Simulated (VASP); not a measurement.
Calculation: PBE GGA, VASP's PBE PAW potentials (set 64) (plane waves; VASP).

A VASP calculation is set up with these files.

POSCAR:
```
SiC
1.0
  1.5482019909  -2.6815640860   0.0000000000
  1.5482019909   2.6815640860   0.0000000000
  0.0000000000   0.0000000000  15.1850200263
Si C
6 6
Direct
  0.0000000000   0.0000000000   0.9998939809
  0.0000000000   0.0000000000   0.4998939809
  0.6666670000   0.3333330000   0.8331496420
  0.3333330000   0.6666670000   0.3331496420
  0.6666670000   0.3333330000   0.1665368597
  0.3333330000   0.6666670000   0.6665368597
  0.0000000000   0.0000000000   0.8745496475
  0.0000000000   0.0000000000   0.3745496475
  0.6666670000   0.3333330000   0.7079952980
  0.3333330000   0.6666670000   0.2079952980
  0.6666670000   0.3333330000   0.0415745719
  0.3333330000   0.6666670000   0.5415745719
```

File KPOINTS:
```
Automatic mesh
0
Gamma
7 7 2
0 0 0
```

INCAR:
```
SYSTEM = SiC
PREC = Accurate
ENCUT = 520
EDIFF = 1E-6
NELM = 100
ALGO = Normal
LREAL = .FALSE.
LASPH = .TRUE.
ISMEAR = 0
SIGMA = 0.05
GGA = PE
LWAVE = .FALSE.
LCHARG = .FALSE.
IBRION = 2
ISIF = 3
NSW = 60
EDIFFG = -0.02
```

POTCAR, in this order: Si C (PBE.64 set). Program: vasp_std.

### Question
Predict the energy per atom (σ→0), volume per atom.

### Answer

| Item | Value |
|---|---|
| energy per atom (σ→0) | -7.530 eV/atom |
| volume per atom | 10.49 Å^3/atom |

### OSZICAR
```
...
   1 F= -.90363188E+02 E0= -.90363188E+02  d E =-.903632E+02
       N       E                     dE             d eps       ncg     rms          rms(c)
DAV:   1    -0.903634811235E+02   -0.29360E-03   -0.26001E-02  1097   0.955E-01    0.971E-02
DAV:   2    -0.903633863678E+02    0.94756E-04   -0.76527E-04  1224   0.147E-01    0.538E-02
DAV:   3    -0.903633414406E+02    0.44927E-04   -0.12205E-04  1202   0.567E-02    0.168E-02
DAV:   4    -0.903633383421E+02    0.30985E-05   -0.20417E-05  1216   0.233E-02    0.702E-03
DAV:   5    -0.903633383129E+02    0.29221E-07   -0.15982E-06   804   0.786E-03
   2 F= -.90363338E+02 E0= -.90363338E+02  d E =-.150607E-03
```

The compound is SiC in the 6h structure. This run relaxes it. Symmetry was kept, so distortions that lower it aren't found. The start is the result of an earlier pass.
